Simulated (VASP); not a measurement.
Input:

```
CELL_PARAMETERS angstrom
      0.00000     2.81705     2.81705
      2.81705     0.00000     2.81705
      2.81705     2.81705     0.00000
ATOMIC_POSITIONS crystal
  Ba 0.00000 0.00000 0.00000
  O  0.50000 0.50000 0.50000
```

These are PBE GGA with D3 dispersion (zero damping), VASP's PBE PAW potentials (set 64) (plane waves; VASP 6.6.1) values and carry that method's errors. Numerical set-up: 520 eV cut-off, 8×8×8 Γ-centred mesh, Gaussian smearing of 0.050 eV, potentials Ba_sv O.

Unless said otherwise, spin-orbit coupling is left out, though it shifts the bands of the heavy elements here.

Problem. Estimate the energy per atom (σ→0), pressure, band gap (on the k-mesh) with the smallest direct gap where there is one.

Solution. 
- band gap (on the k-mesh) = 2.13 eV
- smallest direct gap (on the k-mesh) = 2.13 eV
- energy per atom (σ→0) = -6.039 eV/atom
- pressure = -1.95 GPa

Only differences to runs with the same potentials and settings are physical.

The compound is BaO in the rock salt structure. This cell is one point of a volume scan, at 1.03 of the reference volume.
